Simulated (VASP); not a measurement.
Here is the system:

```
CELL_PARAMETERS angstrom
      0.00000     2.33643     2.33643
      2.33643     0.00000     2.33643
      2.33643     2.33643     0.00000
ATOMIC_POSITIONS crystal
  Na 0.00000 0.00000 0.00000
  F  0.50000 0.50000 0.50000
```

The numbers are results of PBE GGA with D3 dispersion (Becke-Johnson damping), VASP's PBE PAW potentials (set 64) (plane waves; VASP 6.6.1), not measurements. Run with 520 eV cut-off, 10×10×10 Γ-centred mesh, Gaussian smearing of 0.050 eV, potentials Na_pv F.

Q: Give the stress tensor in GPa (positive for a compressed cell).

A: 
```
-1.47   0.00   0.00
 0.00  -1.47   0.00
 0.00   0.00  -1.47
```
The pressure is its mean diagonal, -1.47 GPa.

The compound is NaF in the rock salt structure. This cell is one point of a volume scan, at 1.03 of the reference volume.
